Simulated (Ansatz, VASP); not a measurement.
**Hf2Pt: VASP beside Ansatz**

One calculation is typed for both programs; each brings its own data sets and cutoff. How far apart do they land? The cell is invented: other elements were put on sites of a known structure type. It may not be a known or stable phase. The cell is taken from a series of VASP runs on this material, whose earlier steps may have relaxed, scaled or displaced it; both programs get it as it stands.

Calculated with Ansatz 0.2.0; plane waves, with VASP 6.6.1 beside it; single point at PBE.

## (1) Set-up

Symmetry: P6/mmm, No. 191, hexagonal system. Conventional cell: a = 4.787 Å, b = 4.787 Å, c = 2.821 Å, α = 90.00°, β = 90.00°, γ = 120.00°. Nearest to Hf lie 5 Hf at 2.76 to 2.82 Å and 6 Pt at 3.10 Å. Pt has 2 Pt at 2.82 Å and 12 Hf at 3.10 Å nearest. Farther neighbours are not listed.

## (2) Ansatz: single point, PBE

Ansatz runs on its default PAW (the set named soft_2) files.

A single point gives forces, pressure and levels at one fixed geometry, so differences don't come from the geometry; what else differs is listed under the comparison.

The input, input.yaml:

```yaml
crystal:
  lattice:
    - [4.7868688988, -1.6e-09, 0.0]
    - [-2.3934344573, 4.1455500729, 0.0]
    - [0.0, 0.0, 2.8210372431]
  atoms:
    - { symbol: Hf, position: [0.33333333, 0.66666667, 0.5] }
    - { symbol: Hf, position: [0.66666667, 0.33333333, 0.5] }
    - { symbol: Pt, position: [0.0, 0.0, 0.0] }
hamiltonian:
  xc: pbe
  pseudopotentials: { kind: paw }
kpoints:
  mp_grid: { grid: [7, 7, 9] }
scf:
  occupations: { method: fermi_dirac, width: 0.05 }
  n_extra_bands: 4
output:
  forces: true
  stress: true
  eigenvalues: true
  write_density: true
  write_potential: true
  elf: true
  volumetric_format: npy
```

Command:

```console
> ansatz run input.yaml --threads 2 --pin off --max-ram 4608MiB --backend cpu --events-out ev --progress --plain --runs-dir out
```

Numbers of over 12 decimals in the logs are rounded to 6 here.

Output:

```text
Warning: the atoms were moved onto the symmetric positions of the space group found under crystal.symmetry.tolerance 1.0e-5 (fractional; no operation is sought that the atoms, as they stand in a round, miss by more than twice it, and no atom is moved by as much as it), and the run uses the moved positions. Before a round's move an operation carried an atom to 4.79e-8 Å from where it should land, the largest such dist [...]
scf.n_extra_bands = 4 over 35 filled bands (N_el = 70.0): the run solves 39 bands
Engine: ansatz 0.2.0, aarch64-unknown-linux-gnu
Pseudopotentials: kind: paw
Pseudopotential: Hf, paw, valence charge 26, recommended cutoff 420 eV (normal), Hf.paw.azcp
Pseudopotential: Pt, paw, valence charge 18, recommended cutoff 420 eV (normal), Pt.paw.azcp
Functional definition: PBE
  parameter kappa = 0.804
  parameter beta = 0.066725
  exchange = pbe_x(kappa = kappa, mu = beta*pi^2/3)
  correlation = pbe_c(beta = beta)
Crystal: 3 atoms, lattice volume = 55.981 Å³
Basis set: ecut = 420 eV, 1119 PW (Γ), exchange–correlation on 64×64×40 points (8 copies of the dense FFT grid, shifted against one another)
Bands: 39, of which v1, the nominal top of the filled ones, is band 35 counted from 1 (34 counted from 0)
Symmetry: 24 space group operations
Space group: P6/mmm (ITA 191), of the structure as read, at distance tolerance 3.8e-5 Å
k-points: 40 of 441
Non-local potential: Hf, projectors of the file, l = 0: 3, l = 1: 2, l = 2: 2, l = 3: 3
Non-local potential: Pt, projectors of the file, l = 0: 3, l = 1: 2, l = 2: 2, l = 3: 1
PAW form: soft (Blöchl's): semilocal exchange-correlation on the pseudo side does not see the compensation charge
PAW one-centre angular grid: Hf, 590 points (default); XC on 64 Gauss nodes
PAW one-centre angular grid: Pt, 590 points (default); XC on 64 Gauss nodes
Initial density: superposition of atomic densities (neutral atoms: chi_scale 0, normalization atom), corrected by the library's trained network
Initial wavefunctions: pseudopotential atomic-orbital guess
Functional: x = pbe(κ = 0.804, μ = 0.219515), c = pbe(β = 0.066725)
SCF iter   1: F=—  HF=-43966.027696 eV  |F-HF|=—  |Δ(HF+E_count)|=         —  Δρ=7.09e-3  dr2=2.75e-2  ethr=1.77e-3  ⟨swp⟩=5.2  Hψ=4786  notcnv=0
preconditioner: auto → Kerker (q_TF=auto, 2.832 Å⁻¹)  [metal: Δε(μ)=0.075 eV  Ē_g=14.442 eV  σ=0.050 eV  W_gap=0.36  n_scr=26 (ndim 8)  ℏωp=37.8 eV  f_vac=0.000  D(μ)=2.13/eV (n_scr^D=8)]
SCF iter   2: F=—  HF=-43966.025016 eV  |F-HF|=—  |Δ(HF+E_count)|=   2.68e-3  Δρ=4.28e-3  dr2=1.06e-2  ethr=3.93e-5  ⟨swp⟩=1.9  Hψ=1990  notcnv=0
SCF iter   3: F=—  HF=-43966.022959 eV  |F-HF|=—  |Δ(HF+E_count)|=   2.06e-3  Δρ=9.68e-4  dr2=6.42e-4  ethr=1.51e-5  ⟨swp⟩=2.0  Hψ=2476  notcnv=0
SCF iter   4: F=—  HF=-43966.022511 eV  |F-HF|=—  |Δ(HF+E_count)|=   4.48e-4  Δρ=5.09e-4  dr2=1.35e-4  ethr=9.17e-7  ⟨swp⟩=2.0  Hψ=2922  notcnv=0
SCF iter   5: F=—  HF=-43966.022477 eV  |F-HF|=—  |Δ(HF+E_count)|=   3.44e-5  Δρ=1.73e-4  dr2=1.52e-5  ethr=1.93e-7  ⟨swp⟩=2.0  Hψ=2422  notcnv=0
SCF iter   6: F=—  HF=-43966.022515 eV  |F-HF|=—  |Δ(HF+E_count)|=   3.83e-5  Δρ=3.88e-5  dr2=1.29e-6  ethr=2.17e-8  ⟨swp⟩=2.9  Hψ=2917  notcnv=0
SCF iter   7: F=—  HF=-43966.022515 eV  |F-HF|=—  |Δ(HF+E_count)|=   1.52e-7  Δρ=1.14e-5  dr2=8.89e-8  ethr=1.43e-10  ⟨swp⟩=7.4  Hψ=12169  notcnv=0
SCF iter   8: F=-43966.022515 eV  HF=-43966.022515 eV  |F-HF|=3.71e-9  |Δ(HF+E_count)|=   6.47e-8  Δρ=2.67e-6  dr2=4.62e-9  ethr=1.27e-10  ⟨swp⟩=7.8  Hψ=10867  notcnv=0
SCF 1 converged in 8 iterations: F = -43966.022515 eV  dr2 = 4.62e-9
  greatest PAW one-centre occupation: 1.000 electrons in one spin orbital (limit 2), on the Pt atom at site 2 (counted from 0), in its partial waves of l = 0
SCF converged after 8 iterations
Free energy (F): -43966.022515 eV
Harris-Foulkes:  -43966.022515 eV  (|F-HF|=3.71e-9)
Internal energy: -43966.003391 eV  (E = F + TS)
E sigma→0 (E₀):  -43966.012953 eV
Entropy (-TS):   -0.019123 eV (-6.374 meV/atom)
Fermi energy:    22.295683 eV
--- Per-component energies (eV) ---
  E_band       = 44.306668
  E_kinetic    = 1491.455912
  E_local      = -11270.800224  (includes V_loc(G=0)·N_el)
  E_nonlocal   = -2290.667961
  E_hartree    = 5199.374699
  E_xc         = -864.600686
  E_vxc        = -838.862098  (∫ρ·V_xc dr)
  E_paw        = -23309.692909  (= ΣΔE_a)
  E_vpaw       = 2554.429515  (= ΣTr[D̂ρ^β])
  E_aug_tail   = 0.000202  (compensation charges beyond the density's cutoff)
  E_ewald      = -12921.072423
  E_smearing   = -0.019123  (= −TS)
  E_closure    = 0.000000  (closes the sum)
  Σ components = -43966.022515   (vs F -43966.022515, Δ=0.00e0)
--- Forces (eV/Å), atoms counted from 1 ---
  atom   1  Hf    -0.00000000     0.00000000    -0.00000000
  atom   2  Hf     0.00000000    -0.00000000     0.00000000
  atom   3  Pt    -0.00000000    -0.00000000     0.00000000
  max |Σ_I F_I| component: 8.41e-30 eV/Å
--- Stress (GPa, compression-positive) ---
        2.152152       0.000000       0.000000
        0.000000       2.152152       0.000000
        0.000000       0.000000      -1.612001
  P = ⅓ Tr σ = 0.8974 GPa (8.974 kbar)
--- Band table (eV; the first three rows and the last of 40) ---
  k-point 0: bands = [... 31 lower, 20.2466, 20.7740, 20.7740, 21.0214, 21.2679, 23.0864, 23.0864, 25.9394]
  k-point 1: bands = [... 31 lower, 19.4604, 21.4418, 21.5449, 21.5449, 21.9668, 23.1038, 23.1038, 25.3708]
  k-point 2: bands = [... 31 lower, 18.5700, 22.3719, 22.3719, 22.4930, 23.0721, 23.0721, 23.9467, 24.5829]
  k-point 39: bands = [... 31 lower, 20.2647, 20.3653, 20.6679, 22.2401, 22.3914, 22.7154, 24.8101, 25.4078]
```

It took 3.5 s on 2 threads of Arm Neoverse V2, shared host; peak memory 0.39 GiB; 6.9 s of CPU time.

The run ends at a pressure of 0.90 GPa.

## (3) VASP: single point, PBE

The same cell, functional, mesh and smearing now go to VASP, with its own data sets and cutoff.

Lines of VASP's logs that name or quote its potential files are left out, and so is its time.

The input, INCAR:

```
SYSTEM = Hf2Pt
PREC = Accurate
ENCUT = 400
EDIFF = 1E-06
NELM = 100
ISMEAR = -1
SIGMA = 0.05
LREAL = .FALSE.
ALGO = Normal
GGA = PE
NBANDS = 21
LORBIT = 11
LWAVE = .FALSE.
LCHARG = .TRUE.
ISIF = 2
LELF = .TRUE.
LVHAR = .TRUE.
```

The input, POSCAR:

```
Hf2Pt
1.0
    4.7868688988     -0.0000000016      0.0000000000
   -2.3934344573      4.1455500729      0.0000000000
    0.0000000000      0.0000000000      2.8210372431
Hf Pt
2 1
Direct
    0.3333333300      0.6666666700      0.5000000000
    0.6666666700      0.3333333300      0.5000000000
    0.0000000000      0.0000000000      0.0000000000
```

The input, KPOINTS:

```
Automatic mesh
0
Gamma
7 7 9
0 0 0
```

PAW data sets: Hf_pv and Pt (PBE family, release 64).

Command:

```console
> mpirun -np 1 vasp_std
```

Output:

```text
[banner, memory and clock lines left out]
running    1 mpi-ranks, on    1 nodes
 distrk:  each k-point on    1 cores,    1 groups
 distr:  one band on    1 cores,    1 groups

 POSCAR found type information on POSCAR HfPt
 POSCAR found :  2 types and       3 ions
 LDA part: xc-table for (Slater+PW92), standard interpolation
 POSCAR, INCAR and KPOINTS ok, starting setup
 FFT: planning ... GRIDC
 FFT: planning ... GRID_SOFT
 FFT: planning ... GRID
 WAVECAR not read
 entering main loop
       N       E                     dE             d eps       ncg     rms          rms(c)
DAV:   1     0.106031871289E+03    0.10603E+03   -0.14151E+04  1776   0.112E+03
DAV:   2    -0.227329647496E+02   -0.12876E+03   -0.12171E+03  1938   0.280E+02
DAV:   3    -0.278525482971E+02   -0.51196E+01   -0.48892E+01  2168   0.405E+01
DAV:   4    -0.279257277746E+02   -0.73179E-01   -0.73019E-01  1953   0.522E+00
DAV:   5    -0.279271033317E+02   -0.13756E-02   -0.13752E-02  2141   0.608E-01    0.674E+01
DAV:   6    -0.270790997142E+02    0.84800E+00   -0.93863E+00  1770   0.182E+01    0.291E+01
DAV:   7    -0.275247738903E+02   -0.44567E+00   -0.14606E+01  1753   0.192E+01    0.275E+01
DAV:   8    -0.262761512194E+02    0.12486E+01   -0.52027E+00  1730   0.132E+01    0.234E+00
DAV:   9    -0.262723026345E+02    0.38486E-02   -0.20752E-01  1920   0.268E+00    0.125E+00
DAV:  10    -0.262718932512E+02    0.40938E-03   -0.77296E-03  2088   0.468E-01    0.710E-01
DAV:  11    -0.262717584670E+02    0.13478E-03   -0.24410E-03  1958   0.291E-01    0.146E-01
DAV:  12    -0.262716846640E+02    0.73803E-04   -0.29020E-04  1955   0.965E-02    0.516E-02
DAV:  13    -0.262716832509E+02    0.14131E-05   -0.18591E-05  2040   0.217E-02    0.171E-02
DAV:  14    -0.262716818917E+02    0.13591E-05   -0.45676E-06  1701   0.120E-02    0.349E-03
DAV:  15    -0.262716817116E+02    0.18018E-06   -0.32416E-07  1125   0.373E-03
   1 F= -.26271682E+02 E0= -.26262204E+02  d E =-.189562E-01
```

OUTCAR, selected parts (step 3):

```text
ion  position               nearest neighbor table
   1  0.333  0.667  0.500-   2 2.76   2 2.76   2 2.76   3 3.10   3 3.10   3 3.10   3 3.10   3 3.10
                             3 3.10
   2  0.667  0.333  0.500-   1 2.76   1 2.76   1 2.76   3 3.10   3 3.10   3 3.10   3 3.10   3 3.10
                             3 3.10
   3  0.000  0.000  0.000-   1 3.10   2 3.10   1 3.10   2 3.10   2 3.10   2 3.10   1 3.10   1 3.10
                             2 3.10   2 3.10   1 3.10   1 3.10

  LATTYP: Found a hexagonal cell.
 ALAT       =     4.7868688988
 C/A-ratio  =     0.5893282859

 Subroutine GETGRP returns: Found 24 space group operations
 (whereof 24 operations were pure point group operations)

The static configuration has the point symmetry D_6h.

 Found     40 irreducible k-points:

   k-points           NKPTS =     40   k-points in BZ     NKDIM =     40   number of bands    NBANDS=     21

   dimension x,y,z NGX =    32 NGY =   32 NGZ =   18
   dimension x,y,z NGXF=    64 NGYF=   64 NGZF=   36

   ENCUT  =  400.0 eV  29.40 Ry    5.42 a.u.   7.81  7.81  4.60*2*pi/ulx,y,z

   NELECT =      30.0000    total number of electrons

 k-points in reciprocal lattice and weights: Automatic mesh
   0.00000000  0.00000000  0.00000000       0.002
   0.14285714  0.00000000  0.00000000       0.014
   0.28571429  0.00000000  0.00000000       0.014
   0.42857143  0.00000000  0.00000000       0.014
   0.14285714  0.14285714  0.00000000       0.014
   0.28571429  0.14285714  0.00000000       0.027
   0.42857143  0.14285714  0.00000000       0.014
   0.28571429  0.28571429  0.00000000       0.014
   0.00000000  0.00000000  0.11111111       0.005
[...]
0.42857143  0.14285714  0.44444444       0.027
   0.28571429  0.28571429  0.44444444       0.027

 average (electrostatic) potential at core
       1 -35.1565       2 -35.1565       3 -67.3798

 E-fermi :   7.0481

 k-point     1 :       0.0000    0.0000    0.0000
  band No.  band energies     occupation
    ...
     12       4.9974      2.00000
     13       5.5425      2.00000
     14       5.5425      2.00000
     15       5.7884      2.00000
     16       6.0335      2.00000
     17       7.8520      0.00000
     18       7.8520      0.00000
     19      10.7062      0.00000
     20      10.7062      0.00000
     21      11.5519      0.00000

 k-point     2 :       0.1429    0.0000    0.0000
  band No.  band energies     occupation
    ...
     12       4.9996      2.00000
     13       5.0083      2.00000
     14       5.6982      2.00000
     15       5.7902      2.00000
     16       6.1221      2.00000
     17       7.6993      0.00000
     18       7.8338      0.00000
     19      10.7403      0.00000
     20      10.8450      0.00000
     21      12.4933      0.00000

 k-point     3 :       0.2857    0.0000    0.0000
  band No.  band energies     occupation
    ...
     12       4.9408      2.00000
     13       5.0148      2.00000
     14       5.8529      2.00000
     15       5.8961      2.00000
     16       6.3142      2.00000
     17       7.5622      0.00007
     18       7.6375      0.00002
     19      10.8157      0.00000
     20      11.0081      0.00000
     21      12.7116      0.00000

  Total        0.4193152      0.4193152     -0.8554997     -0.0000000      0.0000000     -0.0000000
  in kB       12.0007565     12.0007565    -24.4843138     -0.0000000      0.0000000     -0.0000000
  external PRESSURE =      -0.1609336 kB  Pullay stress =       0.0000000 kB

  energy-cutoff  :      400.00
  volume of cell :       55.98
      direct lattice vectors                 reciprocal lattice vectors
     4.786868899 -0.000000002  0.000000000     0.208904823  0.120611256  0.000000000
    -2.393434457  4.145550073  0.000000000     0.000000000  0.241222512  0.000000000
     0.000000000  0.000000000  2.821037243     0.000000000  0.000000000  0.354479546

 POSITION                                       TOTAL-FORCE (eV/Angst)
 -----------------------------------------------------------------------------------
     -0.00000      2.76370      1.41052        -0.000000     -0.000000     -0.000000
      2.39343      1.38185      1.41052         0.000000      0.000000      0.000000
      0.00000      0.00000      0.00000         0.000000     -0.000000     -0.000000
 -----------------------------------------------------------------------------------
    total drift:                               -0.000000      0.000000     -0.000000

  FREE ENERGIE OF THE ION-ELECTRON SYSTEM (eV)
  ---------------------------------------------------
  free  energy   TOTEN  =       -26.2716817116 eV

  energy  without entropy=      -26.2527254966  energy(sigma->0) =      -26.26220360

 total charge
# of ion       s       p       d       tot
------------------------------------------
    1        0.387   6.352   1.771   8.510
    2        0.387   6.352   1.771   8.510
    3        0.676   0.623   7.903   9.202
--------------------------------------------------
tot          1.449  13.327  11.444  26.221

[... 3 further parts left out ...]
```

Harder data sets than Hf_pv exist (the GW ones), and pressures, volumes and forces can shift noticeably with them.

## (4) Differences

Known differences besides the potentials themselves: the data sets hold 70 valence electrons in Ansatz (default PAW (the set named soft_2) files) and 30 in VASP; the cutoff is 420 eV in Ansatz and 400 eV in VASP; VASP leaves aspherical gradient terms in its spheres out (LASPH is not set), Ansatz keeps them. Total energies have different zeros and are not compared.

Compared:

```
                                        quantity  Ansatz   VASP  difference
                                  pressure (GPa)    0.90  -0.02       +0.91
pressure without Ansatz's Pulay correction (GPa)    0.84  -0.02       +0.85
```

Ansatz's pressure holds a Pulay correction of 0.06 GPa; VASP's holds none.

## (5) Summary of results

```yaml
difference_in_pressure_single_point_pbe: 0.91 GPa
```

In words: The difference in pressure is 0.91 GPa (single point, PBE), within the 1 GPa picked in this series as the mark of a large difference. How closely two codes agree says nothing of how well the functional describes the real material.

[Lines on the potential files, build, host, timing and source positions are cut from VASP's logs without a mark.]

[Logs are printed without paths, hosts, clocks, repeated set-up lines and the standing remarks that a program may print on its own settings, such as how far it seeks lower states.]

[Hosts, paths, dates, database ids (printed as entryN), source tags and the programs' standing remarks are cut or masked in the printed files.]
